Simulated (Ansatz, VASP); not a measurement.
# Cross-check of BaZrO3 between VASP and Ansatz, part 2 of 2

Wanted: the spread between two codes on one cell, functional and k mesh. The cell is taken from a series of VASP runs on this material, whose earlier steps may have relaxed, scaled or displaced it; both programs get it as it stands.

VASP 6.6.1 and Ansatz 0.2.0.

So far: Set-up; VASP: band structure, r2SCAN; Ansatz: band structure, r2SCAN.

### Step 4. Comparison

Known differences besides the potentials themselves: VASP keeps PBE cores, Ansatz makes them for the functional; the cutoff is 500 eV in Ansatz and 520 eV in VASP. Total energies have different zeros and are not compared.

Both answers:

```tsv
quantity	Ansatz	VASP	difference
pressure (GPa)	-1.01	0.00	-1.01
pressure without Ansatz's Pulay correction (GPa)	-1.08	0.00	-1.08
gap over the path points (eV)	3.715	3.663	+0.052
```

Levels at points of the path, from each program's valence-band top (eV; 4 filled, then empty):

```tsv
k (reciprocal lattice)	Ansatz	VASP
0.000 0.000 0.000	-1.00 -0.23 -0.23 -0.23 3.71 3.71 3.71	-0.99 -0.26 -0.26 -0.26 3.66 3.66 3.66
0.000 0.100 0.000	-1.07 -0.50 -0.27 -0.27 3.75 3.94 3.94	-1.06 -0.53 -0.30 -0.30 3.70 3.89 3.89
0.000 0.200 0.000	-1.23 -1.02 -0.35 -0.35 3.83 4.51 4.51	-1.24 -1.05 -0.38 -0.38 3.79 4.47 4.47
0.000 0.300 0.000	-1.42 -1.41 -0.42 -0.42 3.94 5.23 5.23	-1.44 -1.44 -0.45 -0.45 3.92 5.20 5.20
0.000 0.433 0.000	-1.67 -1.58 -0.47 -0.47 4.05 6.01 6.01	-1.68 -1.62 -0.50 -0.50 4.07 5.99 5.99
0.000 0.500 0.000	-1.69 -1.61 -0.48 -0.48 4.07 6.13 6.13	-1.71 -1.64 -0.51 -0.51 4.09 6.12 6.12
0.100 0.500 0.000	-1.57 -1.10 -0.72 -0.53 4.27 6.12 6.14	-1.61 -1.12 -0.75 -0.56 4.29 6.11 6.12
0.200 0.500 0.000	-1.39 -1.06 -0.65 -0.62 4.78 6.12 6.23	-1.42 -1.09 -0.68 -0.64 4.79 6.09 6.21
0.333 0.500 0.000	-1.10 -1.03 -0.78 -0.21 5.60 6.12 6.58	-1.12 -1.06 -0.81 -0.23 5.59 6.09 6.56
0.433 0.500 0.000	-0.95 -0.94 -0.83 -0.07 6.03 6.12 6.87	-0.98 -0.97 -0.85 -0.10 6.00 6.09 6.83
```

Among the levels compared at these points, filled levels agree within 43 meV and empty ones within 76 meV. Ansatz's pressure holds a Pulay correction of 0.07 GPa; VASP's holds none.

### Step 5. Other set-ups

Further runs change the set-up of one program: Ansatz's method, potentials or start, or VASP's data sets, cutoff or form of LDA. The table gives Ansatz less VASP for each quantity, since a change that brings one quantity closer may part another.

```tsv
run	pressure (GPa)	gap over the path points (eV)	pressure without Ansatz's Pulay correction (GPa)
as above	-1.0	0.052	-1.1
cores kept as stored	-1.0	0.053	-1.1
Ansatz's all-electron LAPW method	-1.0	0.047	
Ansatz's larger PAW set (cutoff 900 eV)	-1.1	0.048	
norm-conserving potentials (cutoff 1290 eV)	-1.0	0.049
```

### Step 6. VASP: single point, r2SCAN

With cell and atoms fixed, the geometry can't cause a difference; cores, projectors, grids and the points listed under the comparison can.

Input file INCAR:

```
SYSTEM = BaZrO3
PREC = Accurate
ENCUT = 520
EDIFF = 1E-06
NELM = 100
ISMEAR = 0
SIGMA = 0.05
LREAL = .FALSE.
ALGO = Normal
METAGGA = R2SCAN
LASPH = .TRUE.
NBANDS = 60
LORBIT = 11
LWAVE = .FALSE.
LCHARG = .FALSE.
KPAR = 4
LOPTICS = .TRUE.
NEDOS = 1500
CSHIFT = 0.1
```

Input file POSCAR:

```
BaZrO3
1.0
    4.2138674132      0.0000000000      0.0000000000
    0.0000000000      4.2138674132      0.0000000000
    0.0000000000      0.0000000000      4.2138674132
Ba Zr O
1 1 3
Direct
    0.0000000000      0.0000000000      0.0000000000
    0.5000000000      0.5000000000      0.5000000000
    0.0000000000      0.5000000000      0.5000000000
    0.5000000000      0.0000000000      0.5000000000
    0.5000000000      0.5000000000      0.0000000000
```

Input file KPOINTS:

```
Automatic mesh
0
Gamma
9 9 9
0 0 0
```

The projector-augmented-wave data sets are Ba_sv, Zr_sv and O (PBE family, release 64).

Launch:

```bash
> mpirun -np 4 vasp_std
```

Numbers of over 12 decimals in the logs are rounded to 6 here.

What it wrote:

```text
[banner, memory and clock lines left out]
running    4 mpi-ranks, on    1 nodes
[...]
[... a notice as in an earlier step ...]

 LDA part: xc-table for (None), standard interpolation
 POSCAR, INCAR and KPOINTS ok, starting setup
[...]
entering main loop
       N       E                     dE             d eps       ncg     rms          rms(c)
DAV:   1     0.228993292605E+03    0.22899E+03   -0.19333E+04  4200   0.674E+02
DAV:   2    -0.895362939580E+02   -0.31853E+03   -0.30129E+03  4868   0.217E+02
DAV:   3    -0.106925071716E+03   -0.17389E+02   -0.16878E+02  6900   0.396E+01
DAV:   4    -0.107243813359E+03   -0.31874E+00   -0.31762E+00  5072   0.435E+00
[...]
DAV:  12    -0.851077599741E+02    0.41566E-04   -0.69135E-05  4984   0.392E-02    0.714E-02
DAV:  13    -0.851077716086E+02   -0.11635E-04   -0.26792E-05  4912   0.256E-02    0.719E-03
DAV:  14    -0.851077714179E+02    0.19078E-06   -0.85799E-07  4564   0.356E-03
   1 F= -.85107771E+02 E0= -.85107771E+02  d E =-.101697E-12
 optical routines
 imaginary and real dielectric function
 direction            1
 direction            2
 direction            3
```

From OUTCAR (step 6):

```text
  Total       -0.0053412     -0.0053412     -0.0053412     -0.0000000     -0.0000000      0.0000000
  in kB       -0.1143682     -0.1143682     -0.1143682     -0.0000000     -0.0000000      0.0000000
  external PRESSURE =      -0.1143682 kB  Pullay stress =       0.0000000 kB

  FREE ENERGIE OF THE ION-ELECTRON SYSTEM (eV)
  ---------------------------------------------------
  free  energy   TOTEN  =       -85.1077714179 eV

  energy  without entropy=      -85.1077714179  energy(sigma->0) =      -85.10777142

[... 2 parts as in an earlier step ...]

[... 2 further parts left out ...]
[key lines of the parts left out:]
E-fermi :   3.5717
```

### Step 7. Ansatz: single point, r2SCAN

The same cell, functional, mesh and smearing now go to Ansatz, which takes its cutoff from its data sets.

The cell is taken from a series of VASP runs on this material, whose earlier steps may have relaxed, scaled or displaced it; both programs get it as it stands.

Input file input.yaml:

```yaml
crystal:
  lattice:
    - [4.2138674132, 0.0, 0.0]
    - [0.0, 4.2138674132, 0.0]
    - [0.0, 0.0, 4.2138674132]
  atoms:
    - { symbol: Ba, position: [0.0, 0.0, 0.0] }
    - { symbol: Zr, position: [0.5, 0.5, 0.5] }
    - { symbol: O, position: [0.0, 0.5, 0.5] }
    - { symbol: O, position: [0.5, 0.0, 0.5] }
    - { symbol: O, position: [0.5, 0.5, 0.0] }
hamiltonian:
  xc: r2scan
  pseudopotentials: { kind: paw }
kpoints:
  mp_grid: { grid: [9, 9, 9] }
scf:
  occupations: { method: gaussian, width: 0.05 }
  n_extra_bands: 5
output:
  forces: true
  stress: true
  eigenvalues: true
```

Launch:

```bash
> ansatz run input.yaml --threads 2 --pin off --max-ram 4608MiB --backend cpu --events-out ev --progress --plain --runs-dir out
```

What it wrote:

```text
[...]
Crystal: 5 atoms, lattice volume = 74.824 Å³
Basis set: ecut = 500 eV, 1935 PW (Γ), exchange–correlation on 128×128×128 points (64 copies of the dense FFT grid, shifted against one another)
Bands: 25, of which v1, the nominal top of the filled ones, is band 20 counted from 1 (19 counted from 0)
Symmetry: 48 space group operations
[...]
k-points: 35 of 729
[...]
k-point 0: bands = [... 16 lower, 8.3108, 9.0792, 9.0792, 9.0792, 13.0289, 13.0289, 13.0289, 14.5410, ... 1 higher]
  k-point 1: bands = [... 16 lower, 8.2301, 8.7560, 9.0344, 9.0344, 13.0653, 13.2997, 13.2997, 14.7306, ... 1 higher]
  k-point 2: bands = [... 16 lower, 8.0397, 8.1948, 8.9477, 8.9477, 13.1627, 13.9757, 13.9757, 15.2188, ... 1 higher]
  k-point 34: bands = [... 16 lower, 6.8174, 9.2413, 9.2413, 9.2796, 15.9088, 16.0156, 16.0156, 16.6903, ... 1 higher]
[key lines of the parts left out:]
SCF converged after 7 iterations
Free energy (F): -11875.422502 eV
Fermi energy:    11.154594 eV
P = ⅓ Tr σ = -1.0137 GPa (-10.137 kbar)
```

Elapsed: 4.1 s, on 2 threads of AMD EPYC 7B13 (Zen 3), shared host; peak memory 0.61 GiB; 7.7 s of CPU time.

The run ends at a pressure of -1.01 GPa.

### Step 8. Comparison

The two programs side by side:

```tsv
quantity	Ansatz	VASP	difference
pressure (GPa)	-1.01	-0.01	-1.00
pressure without Ansatz's Pulay correction (GPa)	-1.08	-0.01	-1.07
gap on the k mesh (eV)	3.749	3.697	+0.053
```

A gap on the mesh is an upper bound, since the band edges may lie between its points. Ansatz's pressure holds a Pulay correction of 0.07 GPa; VASP's holds none.

### Step 9. Further runs

Further runs change the set-up of one program: Ansatz's method, potentials or start, or VASP's data sets, cutoff or form of LDA. The table gives Ansatz less VASP for each quantity, since a change that brings one quantity closer may part another.

```tsv
run	pressure (GPa)	gap on the k mesh (eV)	pressure without Ansatz's Pulay correction (GPa)
as above	-1.0	0.053	-1.1
cores kept as stored	-1.0	0.053	-1.1
Ansatz's all-electron LAPW method	-1.0	0.048	
Ansatz's larger PAW set (cutoff 900 eV)	-1.0	0.048	
norm-conserving potentials (cutoff 1290 eV)	-1.0	0.049
```

### Step 10. What came out

| Item | Value |
| --- | --- |
| difference in pressure (band structure, r2SCAN) | -1.0 GPa |
| difference in gap over the path points (band structure, r2SCAN) | 0.052 eV |
| difference in pressure (single point, r2SCAN) | -1.0 GPa |
| difference in gap on the k mesh (single point, r2SCAN) | 0.053 eV |

**Reading.** The difference in pressure is -1.0 GPa (band structure, r2SCAN), at about the 1 GPa picked in this series as the mark of a large difference. For band structure, r2SCAN, no further run moves any of the tabulated differences by more than a quarter of its size. For single point, r2SCAN, no further run moves any of the tabulated differences by more than a quarter of its size. How closely two codes agree says nothing of how well the functional describes the real material.

[Lines on the potential files, build, host, timing and source positions are cut from VASP's logs without a mark.]

[Logs are printed without paths, hosts, clocks, repeated set-up lines and the standing remarks that a program may print on its own settings, such as how far it seeks lower states.]

[Hosts, paths, dates, database ids (printed as entryN), source tags and the programs' standing remarks are cut or masked in the printed files.]
